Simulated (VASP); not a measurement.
Consider the following.

```
CELL_PARAMETERS angstrom
      4.69307     0.00000     0.00000
      0.00000     4.69307     0.00000
      0.00000     0.00000     2.98424
ATOMIC_POSITIONS crystal
  Ti 0.00000 0.00000 0.00000
  Ti 0.50000 0.50000 0.50000
  O  0.30577 0.30577 0.00000
  O  0.80577 0.19423 0.50000
  O  0.19423 0.80577 0.50000
  O  0.69423 0.69423 0.00000
```

Computed with RPBE GGA, VASP's PBE PAW potentials (set 64) (plane waves; VASP). Numerical set-up: 520 eV cut-off, Gaussian smearing of 0.050 eV, potentials Ti_sv O.

### Question
Give the energies of bands 14 to 27 at the high-symmetry points, in eV from the valence-band maximum.

### Answer

```csv
band,Γ,X,M,Z,R,A
14,-5.03,-4.68,-5.23,-4.21,-4.70,-4.34
15,-4.47,-3.55,-3.65,-3.45,-3.75,-4.32
16,-3.60,-3.55,-3.65,-3.45,-3.75,-4.32
17,-3.60,-2.97,-2.65,-3.43,-3.10,-3.33
18,-2.43,-2.97,-2.65,-3.43,-3.10,-3.33
19,-2.43,-2.86,-2.00,-2.68,-2.25,-2.65
20,-1.81,-2.86,-2.00,-2.68,-2.25,-2.65
21,-0.64,-1.48,-1.20,-2.06,-1.91,-1.13
22,-0.40,-1.48,-1.20,-2.06,-1.91,-1.13
23,-0.40,-0.67,-0.99,-1.36,-0.92,-0.66
24,0.00,-0.67,-0.99,-1.36,-0.92,-0.66
25,1.83,2.46,1.86,2.80,1.89,2.49
26,2.13,2.46,1.86,2.80,1.89,2.49
27,2.40,2.87,2.45,3.08,3.10,3.10
```

The gap is direct, 1.83 eV, from the valence maximum at Γ to the conduction minimum at Γ.

The compound is TiO2 in the rutile structure. It was relaxed first, which changed the volume by +5 %.
